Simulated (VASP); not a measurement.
Here is the system:

```
CdSe
1.0
    2.16670    -3.75284     0.00000
    2.16670     3.75284     0.00000
    0.00000     0.00000     7.06605
Cd Se
2 2
Direct
  0.66667   0.33333   0.50006
  0.33333   0.66667   0.00006
  0.66667   0.33333   0.87594
  0.33333   0.66667   0.37594
```

Computed with PBE GGA with D3 dispersion (Becke-Johnson damping), VASP's PBE PAW potentials (set 64) (plane waves; VASP 6.6.1). Run with 520 eV cut-off, 7×7×4 Γ-centred mesh, tetrahedra with Blöchl corrections, potentials Cd Se.

The cores are frozen, which limits the accuracy of field gradients.

Task: Give the principal components of the electric field gradient (V/Å²) and the asymmetry η at each nucleus.

Result: 
| atom | Vxx | Vyy | Vzz | η |
|---|---|---|---|---|
| Cd1 | -1.1 | -1.1 | 2.2 | 0.00 |
| Cd2 | -1.1 | -1.1 | 2.2 | 0.00 |
| Se3 | -0.7 | -0.7 | 1.4 | 0.00 |
| Se4 | -0.7 | -0.7 | 1.4 | 0.00 |

The compound is CdSe in the wurtzite structure. It was relaxed first.
